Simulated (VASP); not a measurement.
Output of a VASP run:

### OSZICAR
```
...
       N       E                     dE             d eps       ncg     rms          rms(c)
DAV:   1    -0.104519893909E+02   -0.49822E-02   -0.35757E-01   702   0.365E+00    0.347E-01
DAV:   2    -0.104533085643E+02   -0.13192E-02   -0.17420E-02   812   0.885E-01    0.943E-02
DAV:   3    -0.104531250090E+02    0.18356E-03   -0.28901E-04   792   0.128E-01    0.518E-02
DAV:   4    -0.104531018926E+02    0.23116E-04   -0.21423E-04   782   0.968E-02    0.149E-02
DAV:   5    -0.104531059168E+02   -0.40241E-05   -0.29275E-05   702   0.380E-02    0.755E-03
DAV:   6    -0.104531060103E+02   -0.93489E-07   -0.19774E-06   772   0.109E-02    0.303E-03
DAV:   7    -0.104531060483E+02   -0.38026E-07   -0.21473E-07   691   0.381E-03
   2 F= -.11482488E+02 E0= -.11482488E+02  d E =-.579224E-02
       N       E                     dE             d eps       ncg     rms          rms(c)
DAV:   1    -0.104545451729E+02   -0.14392E-02   -0.35135E-01   702   0.362E+00    0.351E-01
DAV:   2    -0.104558215102E+02   -0.12763E-02   -0.17124E-02   812   0.877E-01    0.937E-02
DAV:   3    -0.104556354685E+02    0.18604E-03   -0.29620E-04   787   0.129E-01    0.514E-02
DAV:   4    -0.104556127329E+02    0.22736E-04   -0.21508E-04   792   0.968E-02    0.150E-02
DAV:   5    -0.104556168051E+02   -0.40722E-05   -0.28910E-05   707   0.378E-02    0.756E-03
DAV:   6    -0.104556169267E+02   -0.12166E-06   -0.19749E-06   762   0.109E-02    0.299E-03
DAV:   7    -0.104556169605E+02   -0.33813E-07   -0.21923E-07   706   0.383E-03
   3 F= -.11484674E+02 E0= -.11484674E+02  d E =-.797794E-02
       N       E                     dE             d eps       ncg     rms          rms(c)
DAV:   1    -0.104556506377E+02   -0.33711E-04   -0.24816E-03   702   0.304E-01    0.291E-02
DAV:   2    -0.104556601300E+02   -0.94924E-05   -0.12142E-04   812   0.738E-02    0.793E-03
DAV:   3    -0.104556592084E+02    0.92159E-06   -0.21930E-06   792   0.111E-02    0.433E-03
DAV:   4    -0.104556594865E+02   -0.27810E-06   -0.15555E-06   792   0.822E-03    0.130E-03
DAV:   5    -0.104556596223E+02   -0.13579E-06   -0.20092E-07   481   0.322E-03    0.597E-04
DAV:   6    -0.104556596467E+02   -0.24335E-07   -0.17450E-08   356   0.110E-03
   4 F= -.11484689E+02 E0= -.11484689E+02  d E =-.799238E-02
       N       E                     dE             d eps       ncg     rms          rms(c)
DAV:   1    -0.104558617720E+02   -0.20215E-03   -0.64662E-03   707   0.499E-01    0.433E-02
DAV:   2    -0.104558255568E+02    0.36215E-04   -0.17274E-04   842   0.903E-02    0.232E-02
DAV:   3    -0.104558137866E+02    0.11770E-04   -0.37558E-05   767   0.410E-02    0.621E-03
DAV:   4    -0.104558141272E+02   -0.34061E-06   -0.40309E-06   792   0.140E-02    0.333E-03
DAV:   5    -0.104558141462E+02   -0.19021E-07   -0.73926E-08   446   0.213E-03
   5 F= -.11484813E+02 E0= -.11484813E+02  d E =-.124563E-03
       N       E                     dE             d eps       ncg     rms          rms(c)
DAV:   1    -0.104559877779E+02   -0.17365E-03   -0.98292E-03   707   0.615E-01    0.534E-02
DAV:   2    -0.104559323963E+02    0.55382E-04   -0.26240E-04   842   0.111E-01    0.286E-02
DAV:   3    -0.104559145641E+02    0.17832E-04   -0.57438E-05   772   0.507E-02    0.768E-03
DAV:   4    -0.104559151265E+02   -0.56238E-06   -0.61847E-06   797   0.173E-02    0.412E-03
DAV:   5    -0.104559151605E+02   -0.34011E-07   -0.11290E-07   476   0.262E-03
   6 F= -.11484878E+02 E0= -.11484878E+02  d E =-.189185E-03
```

OUTCAR:
```
------------------------ aborting loop because EDIFF is reached ----------------------------------------
 Edisp (eV)   -1.02896
  FORCE on cell =-STRESS in cart. coord.  units (eV):
  Direction    XX          YY          ZZ          XY          YZ          ZX
  --------------------------------------------------------------------------------------
  Total      -0.30176    -0.30176    -0.30904     0.00000    -0.00000     0.00000
  in kB      -6.35503    -6.35503    -6.50815     0.00000    -0.00000     0.00000
  external pressure =       -6.41 kB  Pullay stress =        0.00 kB
  volume of cell :       76.08
      direct lattice vectors                 reciprocal lattice vectors
     2.071343320 -3.587671860  0.000000000     0.241389245 -0.139366146 -0.000000000
     2.071343320  3.587671860  0.000000000     0.241389245  0.139366146  0.000000000
     0.000000000 -0.000000000  5.118774875     0.000000000  0.000000000  0.195359246
 POSITION                                       TOTAL-FORCE (eV/Angst)
 -----------------------------------------------------------------------------------
      2.57318     -2.71846      3.41252         0.000382      0.000662     -0.000000
      3.13901     -0.00000      0.00000        -0.000764      0.000000     -0.000000
      2.57318      2.71846      1.70626         0.000382     -0.000662      0.000000
 -----------------------------------------------------------------------------------
    total drift:                               -0.000223     -0.000435      0.000010
  FREE ENERGIE OF THE ION-ELECTRON SYSTEM (eV)
  ---------------------------------------------------
  free  energy   TOTEN  =       -11.4848776995 eV

  energy  without entropy=      -11.4848776995  energy(sigma->0) =      -11.48487770

 reached required accuracy - stopping structural energy minimisation
```
(Selected blocks of OUTCAR.)

### POSCAR
```
Se
1
    2.0578002540    -3.5642145800     0.0000000000
    2.0578002540     3.5642145800     0.0000000000
    0.0000000000     0.0000000000     5.1863733022
Se
3
Direct
  0.0000000000   0.2464482788   0.6666670000
  0.7535517212   0.7535517212   0.0000000000
  0.2464482788   0.0000000000   0.3333330000
```

**Question.** Reconstruct the remaining input files.

**Answer.** Several could match; the one computed here: the input of the run itself, PBE GGA with D3 dispersion (Becke-Johnson damping), plane waves, VASP's PBE PAW potentials (set 64).

INCAR:
```
! general
SYSTEM  = Se
PREC    = Accurate
ENCUT   = 520
LREAL   = .FALSE.
LASPH   = .TRUE.

! electronic loop
EDIFF   = 1E-7
NELM    = 100
ALGO    = Normal
LMAXMIX = 4

! smearing
ISMEAR  = 0
SIGMA   = 0.05

! functional
GGA     = PE
IVDW    = 12

! ions
IBRION  = 2
NSW     = 30
ISIF    = 4
EDIFFG  = -0.01

! output
LWAVE   = .FALSE.
LCHARG  = .FALSE.
```

File KPOINTS:
```
Automatic mesh
0
Gamma
6 6 5
0 0 0
```

POTCAR, in this order: Se (PBE.64 set). Program: vasp_std.

The compound is Se in the trig structure. This cell is one point of a volume scan, at 1.03 of the reference volume. Symmetry was kept, so distortions that lower it aren't found.
